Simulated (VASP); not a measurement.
Data:

```yaml
crystal:
  lattice:
    - [3.95146, 0.00000, 0.00000]
    - [0.00000, 3.95146, 0.00000]
    - [0.00000, 0.00000, 3.95146]
  atoms:
    - { symbol: Ba, position: [0.50000, 0.50000, 0.50000] }
    - { symbol: Ti, position: [0.00000, 0.00000, 0.00000] }
    - { symbol: O, position: [0.50000, 0.00000, 0.00000] }
    - { symbol: O, position: [0.00000, 0.50000, 0.00000] }
    - { symbol: O, position: [0.00000, 0.00000, 0.50000] }
```

The numbers are results of LDA (Ceperley-Alder, Perdew-Zunger), VASP's LDA PAW potentials (set 64) (plane waves; VASP), not measurements. Numerical set-up: 520 eV cut-off, 10×10×10 Γ-centred mesh, Gaussian smearing of 0.010 eV, potentials Ba_sv Ti_sv O.

Question: The job: BaTiO3 (space group Pm-3m), 5 atoms, LDA, optics run with many empty bands, 520 eV, 10×10×10 Γ-centred mesh. Roughly how much core time does it take on a busy server core?

Answer: About 6 core-minutes (one run on a shared machine, a rough figure). It had 56 irreducible k-points, 72 bands, up to 1683 plane waves and 15 electronic steps.

The structure comes from a computed database's BaTiO3 entry (Pm-3m); how it stands against other phases isn't given here. It was relaxed first.
